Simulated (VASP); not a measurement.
Output of a VASP run:

### OSZICAR
```
       N       E                     dE             d eps       ncg     rms          rms(c)
DAV:   1     0.372155130621E+03    0.37216E+03   -0.23882E+04  2380   0.108E+03
DAV:   2    -0.340080197575E+02   -0.40616E+03   -0.39450E+03  2869   0.408E+02
DAV:   3    -0.683232236974E+02   -0.34315E+02   -0.33779E+02  3880   0.859E+01
DAV:   4    -0.707075158365E+02   -0.23843E+01   -0.23690E+01  3360   0.213E+01
DAV:   5    -0.708344211794E+02   -0.12691E+00   -0.12603E+00  3683   0.535E+00    0.168E+01
DAV:   6    -0.683335964517E+02    0.25008E+01   -0.17076E+01  3288   0.198E+01    0.608E+00
DAV:   7    -0.682097052424E+02    0.12389E+00   -0.15048E+00  3198   0.495E+00    0.379E+00
DAV:   8    -0.681703213458E+02    0.39384E-01   -0.16467E-01  3120   0.232E+00    0.641E-01
DAV:   9    -0.681700074643E+02    0.31388E-03   -0.32345E-02  3947   0.748E-01    0.484E-01
DAV:  10    -0.681697664805E+02    0.24098E-03   -0.29989E-03  2944   0.404E-01    0.738E-02
DAV:  11    -0.681696865732E+02    0.79907E-04   -0.80044E-04  3283   0.118E-01    0.284E-02
DAV:  12    -0.681696711175E+02    0.15456E-04   -0.57296E-05  3424   0.518E-02    0.920E-03
DAV:  13    -0.681696700723E+02    0.10452E-05   -0.20472E-06  1928   0.829E-03    0.452E-03
DAV:  14    -0.681696709565E+02   -0.88424E-06   -0.52261E-07  1560   0.485E-03
   1 F= -.68169671E+02 E0= -.68162706E+02  d E =-.139291E-01
```

### OUTCAR
```
------------------------ aborting loop because EDIFF is reached ----------------------------------------
  FORCE on cell =-STRESS in cart. coord.  units (eV):
  Direction    XX          YY          ZZ          XY          YZ          ZX
  --------------------------------------------------------------------------------------
  Total       -2.9017694     -2.9017697     -2.8525563     -0.0000000      0.0000000      0.0000000
  in kB      -34.4824467    -34.4824496    -33.8976348     -0.0000000      0.0000000      0.0000000
  external PRESSURE =     -34.2875104 kB  Pullay stress =       0.0000000 kB
  volume of cell :      134.83
      direct lattice vectors                 reciprocal lattice vectors
     4.843218000  0.000000000  0.000000000     0.206474290  0.119207982  0.000000000
    -2.421609000  4.194350000  0.000000000     0.000000000  0.238415964  0.000000000
     0.000000000  0.000000000  6.637075000     0.000000000  0.000000000  0.150668781
 POSITION                                       TOTAL-FORCE (eV/Angst)
 -----------------------------------------------------------------------------------
     -1.21080      2.09718      1.10618        -0.000000     -0.000000      0.000000
      2.42161      0.00000      3.31854        -0.000000     -0.000000     -0.000000
      1.21080      2.09718      5.53089         0.000000     -0.000000     -0.000000
      2.42161      2.86764      3.31854         0.000000     -0.091910      0.000000
     -1.27264      3.53099      5.53089         0.079596     -0.045955      0.000000
      1.14897      0.66336      1.10618         0.079596      0.045955      0.000000
      0.00000      1.32671      3.31854         0.000000      0.091910      0.000000
      3.69425      0.66336      5.53089        -0.079596      0.045955      0.000000
      1.27264      3.53099      1.10618        -0.079596     -0.045955      0.000000
 -----------------------------------------------------------------------------------
    total drift:                                0.000000     -0.000000      0.006141
  FREE ENERGIE OF THE ION-ELECTRON SYSTEM (eV)
  ---------------------------------------------------
  free  energy   TOTEN  =       -68.1696709565 eV

  energy  without entropy=      -68.1557418795  energy(sigma->0) =      -68.16270642
```
(Selected blocks of OUTCAR.)

POSCAR:
```
NbSi2
1
    4.8432180000     0.0000000000     0.0000000000
   -2.4216090000     4.1943500000     0.0000000000
    0.0000000000     0.0000000000     6.6370750000
Nb Si
3 6
Direct
  0.0000000000   0.5000000000   0.1666670000
  0.5000000000   0.0000000000   0.5000000000
  0.5000000000   0.5000000000   0.8333330000
  0.8418450000   0.6836900000   0.5000000000
  0.1581550000   0.8418450000   0.8333330000
  0.3163100000   0.1581550000   0.1666670000
  0.1581550000   0.3163100000   0.5000000000
  0.8418450000   0.1581550000   0.8333330000
  0.6836900000   0.8418450000   0.1666670000
```

**Question.** Reconstruct the remaining input files.

**Answer.** This is not unique; one that fits is the input of the run itself, PBE GGA, plane waves, VASP's PBE PAW potentials (set 64).

**INCAR**
```
EDIFF = 1E-6   ! SCF stop (eV)
LWAVE = .FALSE.
LCHARG = .FALSE.
LMAXMIX = 4
PREC = Accurate
ISIF = 2   ! forces and stress, cell fixed
SIGMA = 0.1
LASPH = .TRUE.   ! aspherical one-centre terms
SYSTEM = NbSi2
NELM = 100   ! most electronic steps
ENCUT = 300   ! plane-wave cut-off (eV)
ISMEAR = 0   ! Gaussian
GGA = PE
LREAL = .FALSE.   ! projection in real space or not
ALGO = Normal   ! blocked Davidson
```

KPOINTS:
```
K-points
0
Gamma
  8 8 5
```

POTCAR, in this order: Nb_sv Si (PBE.64 set). Program: vasp_std.

At this cut-off the stress carries a Pulay error, which pulls relaxed volumes low.

The structure comes from a computed database's NbSi2 entry, a phase known from measurement. The cell was not relaxed at this level. The electron count is odd and the run is not spin-polarised, which forces a metal.
